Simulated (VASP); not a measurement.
A convergence study with VASP on BaTiO₃ (space group Pm-3m): one setting is varied, all else stays as given below, so the limit is that of these other settings. Each run relaxes cell and ions from the cell shown. The basis is that of the starting cell, so low cut-offs carry a Pulay error.

```xyz
5
Lattice="4.0120 0.0000 0.0000 0.0000 4.0120 0.0000 0.0000 0.0000 4.0120" Properties=species:S:1:pos:R:3 pbc="T T T"
Ba     0.0000     0.0000     0.0000
Ti     2.0060     2.0060     2.0060
O      2.0060     0.0000     2.0060
O      0.0000     2.0060     2.0060
O      2.0060     2.0060     0.0000
```

Level of theory: PBE GGA, VASP's PBE PAW potentials (set 64) (plane waves; VASP). The tightest run used: 800 eV cut-off, 6×6×6 Γ-centred mesh, Fermi-Dirac smearing of 0.010 eV, potentials Ba_sv Ti_sv O.

Unless said otherwise, spin-orbit coupling is left out, though it shifts the bands of the heavy elements here. Gaps are read on the run's mesh, which can miss a band edge.

The settings run are ENCUT = 240; ENCUT = 280; ENCUT = 340; ENCUT = 400; ENCUT = 480; ENCUT = 600; ENCUT = 800. From which on does the relaxed volume stay within 0.1 Å³/atom of the tightest run?

From ENCUT = 480 on: it is off by 0.031 there and by no more than 0.1 in any finer run, while ENCUT = 400 is off by 0.340.
```tsv
setting	relaxed volume (Å³/atom)	E (eV/atom)	gap on the mesh (eV)	plane waves	difference judged (Å³/atom)
ENCUT = 240	10.457	-8.9838	2.013	560	2.663
ENCUT = 280	11.249	-8.3387	1.985	700	1.870
ENCUT = 340	12.193	-8.0618	1.845	931	0.926
ENCUT = 400	12.779	-8.0053	1.760	1208	0.340
ENCUT = 480	13.089	-7.9968	1.704	1568	0.031
ENCUT = 600	13.108	-7.9980	1.701	2178	0.011
ENCUT = 800	13.119	-8.0010	1.700	3362	0.000
```

Left out are rungs that failed or repeat a setting and relaxations that didn't move; long series are thinned to 24 rows.

The structure is a typed BaTiO3 crystal (space group no. 221).
